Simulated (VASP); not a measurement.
Energy against volume of NiO (rock salt, AFM-II order). All values below come from revPBE GGA, VASP's PBE PAW potentials (set 64) (plane waves; VASP). Run with 520 eV cut-off, 9×9×9 Γ-centred mesh, Gaussian smearing of 0.050 eV, potentials Ni O.

```csv
V (Å³/atom),E (eV/atom)
9.153,-5.49694
9.436,-5.50242
9.719,-5.49837
10.003,-5.48622
```

Question: Fit these four points and predict the energy of the run at 8.870 Å³/atom.

Answer: A cubic in V^(−2/3), the third-order Birch-Murnaghan form, passes through the four points with V0 = 9.45 Å³/atom and B0 = 178 GPa, and gives -5.4802 eV/atom there. The run gave -5.4801 eV/atom, +0.1 meV/atom from the fit; all five points give B0 = 179 GPa.

The compound is NiO in the rock salt, AFM-II order structure. It was relaxed first.
